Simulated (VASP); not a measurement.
Data:

```xyz
2
Lattice="0.0000 2.7842 2.7842 2.7842 0.0000 2.7842 2.7842 2.7842 0.0000" Properties=species:S:1:pos:R:3 pbc="T T T"
Ge     0.0000     0.0000     0.0000
Ge     1.3921     1.3921     1.3921
```

Method: LDA (Ceperley-Alder, Perdew-Zunger), VASP's LDA PAW potentials (set 64) (plane waves; VASP). Settings: 520 eV cut-off, 11×11×11 Γ-centred mesh, first-order Methfessel-Paxton smearing of 0.10 eV, potentials Ge_d.

**Question.** Give the stress tensor in GPa (positive for a compressed cell).

**Answer.** 
```
2.32  0.00  0.00
0.00  2.32  0.00
0.00  0.00  2.32
```
The pressure is its mean diagonal, 2.32 GPa.

The compound is Ge in the diamond structure. This cell is one point of a volume scan, at 0.97 of the reference volume.
